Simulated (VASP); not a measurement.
Set up this calculation in VASP 6.6.1, as the native input.

```yaml
Task: single point
Functional: PBE
Potentials_or_basis: VASP PAW PBE potentials, release 64 (H, Cu, O)
Cutoff: 520 eV
k_mesh: 7 × 7 × 2, shifted
Occupations: fermi-dirac, width 0.1 eV
Spin: collinear spin, twin_end start
Starting_moments: "[0.0, 0.0, 0.59, 0.59, -0.19, -0.19, 0.16, 0.16, 0.06, 0.06, -0.21] μB"
Hubbard_terms: Cu d U = 4.13 eV
Dipole_correction: no
Further_INCAR_settings: ALGO = Normal; EDIFF = 1e-06; NBANDS = 53
```

The structure of Cu4H2O5 lies in POSCAR:

```
Cu4H2O5
1.0
    2.9259746900      0.0000000000      0.0000000000
   -1.4629878400      2.5339725000      0.0000000000
    0.0000000000      0.0000000000     11.8670940100
H Cu O
2 4 5
Direct
    0.3333000000      0.6667000000      0.4697000000
    0.6667000000      0.3333000000      0.5303000000
    0.0000000000      0.0000000000      0.6987000000
    0.0000000000      0.0000000000      0.3013000000
    0.6667000000      0.3333000000      0.9001000000
    0.3333000000      0.6667000000      0.0999000000
    0.6667000000      0.3333000000      0.1998000000
    0.3333000000      0.6667000000      0.8002000000
    0.3333000000      0.6667000000      0.3896000000
    0.6667000000      0.3333000000      0.6104000000
    0.0000000000      0.0000000000      0.0000000000
```

The cell was built by a generator and needn't be a form met in nature.

The input as run:

INCAR

```
PREC = Accurate ; ENCUT = 520
EDIFF = 1E-6 ; ISMEAR = -1
SIGMA = 0.1 ; LREAL = F
LASPH = T ; NELM = 150
ALGO = Normal ; ISIF = 2
LWAVE = F ; LCHARG = F
ISPIN = 2 ; MAGMOM = 0 0 0.59 0.59 -0.19 -0.19 0.16 0.16 0.06 0.06 -0.21
LORBIT = 11 ; LMAXMIX = 4
LDAU = T ; LDAUTYPE = 2
LDAUL = -1 2 -1 ; LDAUU = 0 4.13 0
LDAUJ = 0 0 0 ; LDAUPRINT = 1
GGA = PE ; NBANDS = 53
```

KPOINTS

```
Automatic mesh
0
Gamma
  7 7 2
  0 0 0.5
```

Potentials or basis: VASP PAW PBE potentials, release 64 (H, Cu, O).

Launch:

```sh
$ cat potpaw_PBE.64/H/POTCAR potpaw_PBE.64/Cu/POTCAR potpaw_PBE.64/O/POTCAR > POTCAR
$ mpirun -np 1 vasp_std > vasp.out
```

It gave:

The pressure is 17.2 GPa and the largest force is 1.254 eV/Å. The band gap on the k mesh is none (metal or under the smearing width). The net moment is 1.81 μB per cell and the site moments are H +0.00; Cu +0.55, +0.01; O +0.22, +0.13, -0.07 μB. The valence electrons inside the program's atomic spheres are H 0.79; Cu 9.97; O 4.96, 5.15, 4.95.

Caveat: forces of over 1 eV/Å show positions far from the minimum, so gaps and moduli don't describe the material at rest.

Wall time 23 min on 1 thread of Intel(R) Xeon(R) 6975P-C (Granite Rapids), on a shared host, peak memory 0.39 GiB.
